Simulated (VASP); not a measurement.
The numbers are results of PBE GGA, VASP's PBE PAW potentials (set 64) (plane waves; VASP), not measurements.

A VASP calculation is set up with these files.

INCAR:
```
SYSTEM = Cd31Te32
PREC = Normal
ENCUT = 400
EDIFF = 1E-5
NELM = 100
ALGO = Fast
LREAL = Auto
LASPH = .TRUE.
ISMEAR = 0
SIGMA = 0.05
GGA = PE
LMAXMIX = 4
LWAVE = .FALSE.
LCHARG = .FALSE.
NELMIN = 4
ISYM = 0
IBRION = 2
ISIF = 2
NSW = 60
EDIFFG = -0.03
```

### KPOINTS
```
K-points
0
Gamma
 1 1 1
0 0 0
```

POSCAR:
```
Cd31Te32
1.0
 13.2498873621   0.0000000000   0.0000000000
  0.0000000000  13.2498873621   0.0000000000
  0.0000000000   0.0000000000  13.2498873621
Cd Te
31 32
Direct
  0.4977330000   0.0000090000  -0.0000200000
  0.7496230000   0.2488340000  -0.0019260000
  0.7520880000  -0.0021350000   0.2509220000
  0.0002210000   0.0009370000  -0.0005260000
  0.2520390000   0.2514060000   0.0022380000
  0.5006920000   0.5016710000   0.0021800000
  0.7518810000   0.7511960000  -0.0007090000
  0.2498980000  -0.0002980000   0.2517150000
  0.5019690000   0.2478680000   0.2506810000
  0.7478640000   0.4984700000   0.2513640000
  0.4999280000   0.0009150000   0.5013940000
  0.7494220000   0.2486090000   0.4992720000
  0.7486770000  -0.0013120000   0.7487610000
 -0.0000260000   0.4996760000   0.0010870000
  0.2487260000   0.7483280000   0.0005320000
  0.0001830000   0.2490250000   0.2481620000
  0.2500000000   0.4980720000   0.2513490000
  0.5019310000   0.7500810000   0.2483030000
 -0.0011060000   0.0003510000   0.4991380000
  0.2500940000   0.2518660000   0.4988420000
  0.7495660000   0.7478540000   0.5012370000
  0.2521650000  -0.0008870000   0.7492540000
  0.5018240000   0.2510030000   0.7508430000
  0.7515220000   0.4988180000   0.7509430000
  0.0017860000   0.7480570000   0.2514060000
 -0.0010060000   0.5016740000   0.4985110000
  0.2498890000   0.7520950000   0.5016350000
 -0.0001070000   0.2510870000   0.7493350000
  0.2508390000   0.4995170000   0.7483180000
  0.5017750000   0.7503650000   0.7485090000
 -0.0013840000   0.7518730000   0.7498780000
  0.6233050000   0.1233430000   0.1236970000
  0.8742850000   0.3734570000   0.1267530000
  0.8753370000   0.1268430000   0.3757730000
  0.1259000000   0.1265040000   0.1248410000
  0.3734710000   0.3750980000   0.1270630000
  0.6235440000   0.6238110000   0.1267290000
  0.8748310000   0.8755120000   0.1249830000
  0.3735530000   0.1258690000   0.3759420000
  0.6256390000   0.3748230000   0.3729310000
  0.8734380000   0.6233270000   0.3743190000
  0.6239200000   0.1268960000   0.6227910000
  0.8747410000   0.3749910000   0.6246030000
  0.8760610000   0.1246110000   0.8753880000
  0.1252600000   0.6240860000   0.1271800000
  0.3749630000   0.8735330000   0.1231910000
  0.1249560000   0.3756120000   0.3728610000
  0.3761950000   0.6238990000   0.3731520000
  0.6232060000   0.8765820000   0.3752130000
  0.1263500000   0.1249680000   0.6271540000
  0.3750990000   0.3750270000   0.6264490000
  0.6230240000   0.6265570000   0.6264080000
  0.8758280000   0.8769390000   0.6252790000
  0.3760690000   0.1259320000   0.8760430000
  0.6265890000   0.3756720000   0.8740870000
  0.8751660000   0.6244480000   0.8735120000
  0.1258490000   0.8748240000   0.3757590000
  0.1253690000   0.6248320000   0.6258020000
  0.3768450000   0.8728040000   0.6234090000
  0.1252980000   0.3728960000   0.8756500000
  0.3746130000   0.6261040000   0.8753900000
  0.6254250000   0.8729350000   0.8761270000
  0.1247300000   0.8733150000   0.8764250000
```

POTCAR, in this order: Cd Te (PBE.64 set). Program: vasp_gam.

What VASP printed:

**OUTCAR**
```
 ion  position               nearest neighbor table
   1  0.498  0.000  1.000-  54 2.84  46 2.85  32 2.85  62 2.90
   2  0.750  0.249  0.998-  44 2.86  55 2.86  32 2.89  33 2.89
   3  0.752  0.998  0.251-  38 2.84  49 2.87  34 2.89  32 2.92
   4  0.000  0.001  0.999-  44 2.85  63 2.87  38 2.88  35 2.88
   5  0.252  0.251  0.002-  36 2.83  35 2.86  60 2.87  54 2.87
   6  0.501  0.502  0.002-  37 2.83  61 2.89  36 2.90  55 2.91
   7  0.752  0.751  0.999-  62 2.84  38 2.85  56 2.88  37 2.93
   8  0.250  1.000  0.252-  57 2.85  39 2.86  35 2.89  46 2.91
   9  0.502  0.248  0.251-  32 2.85  40 2.85  39 2.87  36 2.90
  10  0.748  0.498  0.251-  40 2.81  41 2.86  37 2.86  33 2.88
  11  0.500  0.001  0.501-  42 2.84  59 2.86  49 2.86  39 2.88
  12  0.749  0.249  0.499-  42 2.84  34 2.84  40 2.88  43 2.88
  13  0.749  0.999  0.749-  53 2.85  62 2.88  42 2.90  44 2.91
  14  1.000  0.500  0.001-  45 2.87  56 2.89  60 2.89  33 2.89
  15  0.249  0.748  0.001-  63 2.85  61 2.86  46 2.86  45 2.86
  16  0.000  0.249  0.248-  35 2.84  33 2.84  34 2.87  47 2.88
  17  0.250  0.498  0.251-  47 2.82  36 2.84  48 2.86  45 2.87
  18  0.502  0.750  0.248-  37 2.83  49 2.87  46 2.87  48 2.88
  19  0.999  0.000  0.499-  53 2.85  34 2.86  57 2.88  50 2.91
  20  0.250  0.252  0.499-  39 2.85  47 2.87  51 2.87  50 2.90
  21  0.750  0.748  0.501-  52 2.85  41 2.87  53 2.90  49 2.92
  22  0.252  0.999  0.749-  50 2.86  59 2.88  54 2.89  63 2.91
  23  0.502  0.251  0.751-  55 2.85  42 2.86  51 2.87  54 2.88
  24  0.752  0.499  0.751-  55 2.84  56 2.84  43 2.86  52 2.91
  25  0.002  0.748  0.251-  45 2.84  57 2.87  41 2.88  38 2.91
  26  0.999  0.502  0.499-  41 2.84  58 2.88  43 2.88  47 2.89
  27  0.250  0.752  0.502-  59 2.83  57 2.85  58 2.88  48 2.93
  28  1.000  0.251  0.749-  60 2.86  43 2.86  50 2.87  44 2.88
  29  0.251  0.500  0.748-  51 2.84  58 2.86  61 2.89  60 2.90
  30  0.502  0.750  0.749-  52 2.81  59 2.85  62 2.86  61 2.89
  31  0.999  0.752  0.750-  53 2.85  63 2.86  56 2.87  58 2.89
  32  0.623  0.123  0.124-   1 2.85   9 2.85   2 2.89   3 2.92
  33  0.874  0.373  0.127-  16 2.84  10 2.88  14 2.89   2 2.89
  34  0.875  0.127  0.376-  12 2.84  19 2.86  16 2.87   3 2.89
  35  0.126  0.127  0.125-  16 2.84   5 2.86   4 2.88   8 2.89
  36  0.373  0.375  0.127-   5 2.83  17 2.84   6 2.90   9 2.90
  37  0.624  0.624  0.127-  18 2.83   6 2.83  10 2.86   7 2.93
  38  0.875  0.876  0.125-   3 2.84   7 2.85   4 2.88  25 2.91
  39  0.374  0.126  0.376-  20 2.85   8 2.86   9 2.87  11 2.88
...
```

### OSZICAR
```
...
RMM:   2    -0.148722010899E+03   -0.38724E-01   -0.45491E-01   676   0.115E+00    0.431E-01
RMM:   3    -0.148727668100E+03   -0.56572E-02   -0.61680E-02   676   0.431E-01    0.390E-01
RMM:   4    -0.148727915820E+03   -0.24772E-03   -0.10187E-02   684   0.166E-01    0.294E-01
RMM:   5    -0.148727820544E+03    0.95276E-04   -0.24031E-03   676   0.809E-02    0.850E-02
RMM:   6    -0.148727877235E+03   -0.56691E-04   -0.42569E-04   696   0.315E-02    0.433E-02
RMM:   7    -0.148727862026E+03    0.15208E-04   -0.13385E-04   637   0.175E-02    0.204E-02
RMM:   8    -0.148727865671E+03   -0.36448E-05   -0.43828E-05   508   0.998E-03
   6 F= -.14872787E+03 E0= -.14868931E+03  d E =-.646351E-01
       N       E                     dE             d eps       ncg     rms          rms(c)
DAV:   1    -0.148523257362E+03    0.20460E+00   -0.25209E+02   676   0.249E+01    0.274E+00
RMM:   2    -0.148684623824E+03   -0.16137E+00   -0.18873E+00   676   0.243E+00    0.892E-01
RMM:   3    -0.148707544725E+03   -0.22921E-01   -0.25000E-01   677   0.863E-01    0.788E-01
RMM:   4    -0.148708628494E+03   -0.10838E-02   -0.38573E-02   684   0.331E-01    0.634E-01
RMM:   5    -0.148707991397E+03    0.63710E-03   -0.98630E-03   676   0.164E-01    0.195E-01
RMM:   6    -0.148708270968E+03   -0.27957E-03   -0.19979E-03   699   0.679E-02    0.103E-01
RMM:   7    -0.148708186058E+03    0.84909E-04   -0.68666E-04   676   0.393E-02    0.417E-02
RMM:   8    -0.148708205035E+03   -0.18976E-04   -0.15708E-04   652   0.196E-02    0.287E-02
RMM:   9    -0.148708201990E+03    0.30446E-05   -0.23864E-05   449   0.785E-03
   7 F= -.14870820E+03 E0= -.14866966E+03  d E =-.449714E-01
       N       E                     dE             d eps       ncg     rms          rms(c)
DAV:   1    -0.148653357572E+03    0.54847E-01   -0.11603E+02   676   0.168E+01    0.191E+00
RMM:   2    -0.148724724825E+03   -0.71367E-01   -0.83255E-01   676   0.158E+00    0.583E-01
RMM:   3    -0.148734989945E+03   -0.10265E-01   -0.11127E-01   676   0.582E-01    0.539E-01
RMM:   4    -0.148735458769E+03   -0.46882E-03   -0.18139E-02   684   0.224E-01    0.424E-01
RMM:   5    -0.148735276100E+03    0.18267E-03   -0.48520E-03   676   0.113E-01    0.966E-02
RMM:   6    -0.148735374822E+03   -0.98722E-04   -0.72295E-04   698   0.412E-02    0.538E-02
RMM:   7    -0.148735347623E+03    0.27200E-04   -0.27841E-04   671   0.251E-02    0.229E-02
RMM:   8    -0.148735356456E+03   -0.88333E-05   -0.61927E-05   540   0.122E-02
   8 F= -.14873536E+03 E0= -.14869680E+03  d E =-.721259E-01
       N       E                     dE             d eps       ncg     rms          rms(c)
DAV:   1    -0.148746347983E+03   -0.11000E-01   -0.15676E+01   680   0.626E+00    0.849E-01
RMM:   2    -0.148760072099E+03   -0.13724E-01   -0.15770E-01   676   0.613E-01    0.257E-01
RMM:   3    -0.148762233983E+03   -0.21619E-02   -0.22095E-02   680   0.234E-01    0.249E-01
RMM:   4    -0.148762312589E+03   -0.78606E-04   -0.26226E-03   680   0.872E-02    0.197E-01
RMM:   5    -0.148762269872E+03    0.42718E-04   -0.83358E-04   676   0.454E-02    0.530E-02
RMM:   6    -0.148762288183E+03   -0.18312E-04   -0.14748E-04   605   0.180E-02    0.224E-02
RMM:   7    -0.148762281924E+03    0.62595E-05   -0.38636E-05   463   0.902E-03
   9 F= -.14876228E+03 E0= -.14872372E+03  d E =-.269255E-01
       N       E                     dE             d eps       ncg     rms          rms(c)
DAV:   1    -0.148715895260E+03    0.46393E-01   -0.67302E+01   684   0.130E+01    0.173E+00
RMM:   2    -0.148775539735E+03   -0.59644E-01   -0.68734E-01   676   0.129E+00    0.539E-01
RMM:   3    -0.148784947444E+03   -0.94077E-02   -0.96037E-02   680   0.485E-01    0.514E-01
RMM:   4    -0.148785333214E+03   -0.38577E-03   -0.11487E-02   684   0.181E-01    0.415E-01
RMM:   5    -0.148785128525E+03    0.20469E-03   -0.34229E-03   676   0.918E-02    0.122E-01
RMM:   6    -0.148785216302E+03   -0.87777E-04   -0.61465E-04   700   0.373E-02    0.601E-02
RMM:   7    -0.148785196862E+03    0.19440E-04   -0.22150E-04   674   0.211E-02    0.349E-02
RMM:   8    -0.148785199884E+03   -0.30219E-05   -0.36151E-05   463   0.958E-03
  10 F= -.14878520E+03 E0= -.14874664E+03  d E =-.498434E-01
       N       E                     dE             d eps       ncg     rms          rms(c)
DAV:   1    -0.148784819756E+03    0.37711E-03   -0.17375E+01   704   0.670E+00    0.779E-01
RMM:   2    -0.148796152322E+03   -0.11333E-01   -0.13136E-01   676   0.626E-01    0.207E-01
RMM:   3    -0.148797882668E+03   -0.17303E-02   -0.18100E-02   676   0.238E-01    0.197E-01
RMM:   4    -0.148797994413E+03   -0.11175E-03   -0.28849E-03   684   0.915E-02    0.152E-01
RMM:   5    -0.148797973119E+03    0.21294E-04   -0.66847E-04   676   0.447E-02    0.359E-02
RMM:   6    -0.148797987557E+03   -0.14438E-04   -0.11934E-04   593   0.172E-02    0.196E-02
RMM:   7    -0.148797984057E+03    0.35000E-05   -0.35039E-05   455   0.912E-03
  11 F= -.14879798E+03 E0= -.14875942E+03  d E =-.127842E-01
       N       E                     dE             d eps       ncg     rms          rms(c)
DAV:   1    -0.148797272452E+03    0.71511E-03   -0.50082E+00   704   0.360E+00    0.418E-01
RMM:   2    -0.148800543891E+03   -0.32714E-02   -0.37892E-02   676   0.335E-01    0.110E-01
RMM:   3    -0.148801044224E+03   -0.50033E-03   -0.52342E-03   676   0.128E-01    0.106E-01
RMM:   4    -0.148801075799E+03   -0.31575E-04   -0.83418E-04   684   0.492E-02    0.824E-02
RMM:   5    -0.148801068445E+03    0.73533E-05   -0.19669E-04   675   0.242E-02    0.189E-02
RMM:   6    -0.148801072077E+03   -0.36319E-05   -0.33705E-05   460   0.921E-03
  12 F= -.14880107E+03 E0= -.14876251E+03  d E =-.158722E-01
       N       E                     dE             d eps       ncg     rms          rms(c)
DAV:   1    -0.148784911427E+03    0.16157E-01   -0.20026E+01   676   0.720E+00    0.836E-01
RMM:   2    -0.148798028959E+03   -0.13118E-01   -0.15201E-01   676   0.673E-01    0.220E-01
RMM:   3    -0.148800027349E+03   -0.19984E-02   -0.20889E-02   676   0.256E-01    0.211E-01
RMM:   4    -0.148800158521E+03   -0.13117E-03   -0.33282E-03   684   0.983E-02    0.165E-01
RMM:   5    -0.148800131396E+03    0.27126E-04   -0.77590E-04   676   0.481E-02    0.395E-02
RMM:   6    -0.148800149108E+03   -0.17713E-04   -0.13986E-04   619   0.186E-02    0.214E-02
RMM:   7    -0.148800144849E+03    0.42592E-05   -0.41776E-05   487   0.997E-03
  13 F= -.14880014E+03 E0= -.14876158E+03  d E =-.149450E-01
       N       E                     dE             d eps       ncg     rms          rms(c)
DAV:   1    -0.148795311085E+03    0.48380E-02   -0.85476E+00   692   0.470E+00    0.559E-01
RMM:   2    -0.148800848872E+03   -0.55378E-02   -0.64267E-02   676   0.437E-01    0.142E-01
RMM:   3    -0.148801696836E+03   -0.84796E-03   -0.88265E-03   676   0.167E-01    0.135E-01
RMM:   4    -0.148801753915E+03   -0.57079E-04   -0.13986E-03   684   0.639E-02    0.105E-01
RMM:   5    -0.148801748575E+03    0.53398E-05   -0.33101E-04   676   0.314E-02    0.227E-02
RMM:   6    -0.148801756527E+03   -0.79514E-05   -0.55895E-05   516   0.117E-02
  14 F= -.14880176E+03 E0= -.14876320E+03  d E =-.165566E-01
       N       E                     dE             d eps       ncg     rms          rms(c)
DAV:   1    -0.148800743030E+03    0.10055E-02   -0.68103E+00   696   0.410E+00    0.500E-01
RMM:   2    -0.148805070451E+03   -0.43274E-02   -0.50118E-02   676   0.392E-01    0.115E-01
RMM:   3    -0.148805707393E+03   -0.63694E-03   -0.68815E-03   676   0.149E-01    0.104E-01
RMM:   4    -0.148805736826E+03   -0.29433E-04   -0.10159E-03   677   0.573E-02    0.736E-02
RMM:   5    -0.148805742531E+03   -0.57050E-05   -0.29345E-04   676   0.293E-02    0.141E-02
RMM:   6    -0.148805745965E+03   -0.34340E-05   -0.60953E-05   514   0.116E-02
  15 F= -.14880575E+03 E0= -.14876718E+03  d E =-.398944E-02
```

**OUTCAR**
```
------------------------ aborting loop because EDIFF is reached ----------------------------------------
  FORCE on cell =-STRESS in cart. coord.  units (eV):
  Direction    XX          YY          ZZ          XY          YZ          ZX
  --------------------------------------------------------------------------------------
  Total       -7.9093415     -7.8952529     -7.9165240      0.0577602      0.0639802     -0.0459851
  in kB       -5.4477146     -5.4380108     -5.4526617      0.0397835      0.0440676     -0.0316732
  external PRESSURE =      -5.4461290 kB  Pullay stress =       0.0000000 kB
  volume of cell :     2326.14
      direct lattice vectors                 reciprocal lattice vectors
    13.249887362  0.000000000  0.000000000     0.075472340  0.000000000  0.000000000
     0.000000000 13.249887362  0.000000000     0.000000000  0.075472340  0.000000000
     0.000000000  0.000000000 13.249887362     0.000000000  0.000000000  0.075472340
  FREE ENERGIE OF THE ION-ELECTRON SYSTEM (eV)
  ---------------------------------------------------
  free  energy   TOTEN  =      -148.8057459653 eV

  energy  without entropy=     -148.7286196770  energy(sigma->0) =     -148.76718282

 reached required accuracy - stopping structural energy minimisation
```
(Selected blocks of OUTCAR.)

### CONTCAR
```
Cd31Te32
   1.00000000000000
    13.2498873621000008    0.0000000000000000    0.0000000000000000
     0.0000000000000000   13.2498873621000008    0.0000000000000000
     0.0000000000000000    0.0000000000000000   13.2498873621000008
  Cd              Te
    31    32
Direct
     0.4992654280419543    0.9992762339164304    0.9996763405723933
     0.7488486002219027    0.2503809282775266    0.9988886916141713
     0.7496331129551259    0.9982117893271599    0.2508144166711745
     0.0007787725362372    0.0004940632950781    0.9995324097840148
     0.2512313326019925    0.2508856245520502    0.0011484959813800
     0.4997697317621941    0.5005297281603354    0.0006055245877604
     0.7494935336548990    0.7490406036955986    0.0011757204077826
     0.2505467536532519    0.0006362879077172    0.2508261000127670
     0.5070074775951945    0.2536200222521316    0.2546692907077502
     0.7450172205542325    0.4932541011263660    0.2547285700047571
     0.4995175414422198    0.0006237415129978    0.5002587980885147
     0.7458446523229688    0.2545720905006289    0.4937593715159507
     0.7494586743867279    0.0007785821756675    0.7489524192229846
     0.9998482359594021    0.4992794510111496    0.0003842586377221
     0.2505044903712651    0.7487874259634262    0.9991595222147581
     0.0012209623307478    0.2507953562050894    0.2511996275568645
     0.2552392090451844    0.5057681036905057    0.2551918038953846
     0.4939921085342968    0.7454293217168603    0.2548644775964236
     0.0003891388530476    0.0005710752069398    0.5003789571717613
     0.2546765650049111    0.2548822914755199    0.5066421763195487
     0.7450050165797679    0.7453940434687080    0.5065698540999902
     0.2513562652284786    0.9983808509248541    0.7491773409488226
     0.4939539358754215    0.2551037226117907    0.7454613811873997
     0.7460063254647992    0.5061435918779589    0.7455434056049061
     0.9992006792858127    0.7488673975018071    0.2508609334843540
     0.9994109447083475    0.5008152319731196    0.4999999277330064
     0.2547672975227643    0.7452795164071322    0.4940609393267114
     0.9992773989444166    0.2507623781818321    0.7493505128085137
     0.2546486207087133    0.4933094299327406    0.7453429627925855
     0.5069002114964372    0.7448653087343196    0.7457117351915787
     0.0011676781284138    0.7489409804500199    0.7491510438026168
     0.6254461375220601    0.1239486323869110    0.1249289530029845
     0.8744734131745953    0.3740877634450154    0.1254570784591882
     0.8749369602877526    0.1249086024309645    0.3746232746204662
     0.1253309585328660    0.1251667164341760    0.1250332088833661
     0.3757565070118559    0.3749139094617947    0.1271936430563849
     0.6250291339451289    0.6247964425148029    0.1270692684547442
     0.8759456693584323    0.8749756223586396    0.1245360173895453
     0.3748114660707705    0.1267556248512518    0.3752360856549921
     0.6161761940611210    0.3833674793639575    0.3838415414358256
     0.8726779949662575    0.6248623594634597    0.3749965199137881
     0.6248027115141651    0.1268286040620275    0.6249037378084333
     0.8736012194439763    0.3751717242254209    0.6247766005709524
     0.8750927005929571    0.1249617426585473    0.8748067054077943
     0.1254108679669934    0.6246092617666574    0.1254770073319387
     0.3744062505246469    0.8743333574606210    0.1252945613827874
     0.1264843581535475    0.3754525273553961    0.3758246850290776
     0.3841439852638528    0.6163138032531438    0.3841782911344267
     0.6244470506988025    0.8735320566722719    0.3757113319838934
     0.1255294352980350    0.1250857454612126    0.6255540987024708
     0.3840568506614520    0.3840403991649748    0.6160795742913079
     0.6164073128612624    0.6155302133188519    0.6163963101845622
     0.8750792969576195    0.8746392729510001    0.6251857033939408
     0.3748208865814451    0.1252335014625799    0.8747571825671449
     0.6246358803486799    0.3757006958310570    0.8737147404624809
     0.8751655944985711    0.6251746537481013    0.8749808406988868
     0.1250972869094676    0.8746846562527608    0.3750336373882467
     0.1267444431016826    0.6245472525343069    0.6248370057313233
     0.3759314295054119    0.8729918801172196    0.6248732501233376
     0.1253889095351486    0.3745650210479316    0.8750380442149112
     0.3750664486702307    0.6246880790773577    0.8732461990485839
     0.6254508324142042    0.8746985156274097    0.8749773238688058
     0.1252388977959066    0.8748296092067251    0.8748825682590854
```

The supercell is sampled at Γ alone, which is coarse: total energies, pressure and levels can be off, energies of defects by several tenths of an eV.

The cell is a supercell with a defect, built from CdTe (zinc blende): Cd into a Cd vacancy. The run is not spin-polarised, so no state with unpaired spins was tried.
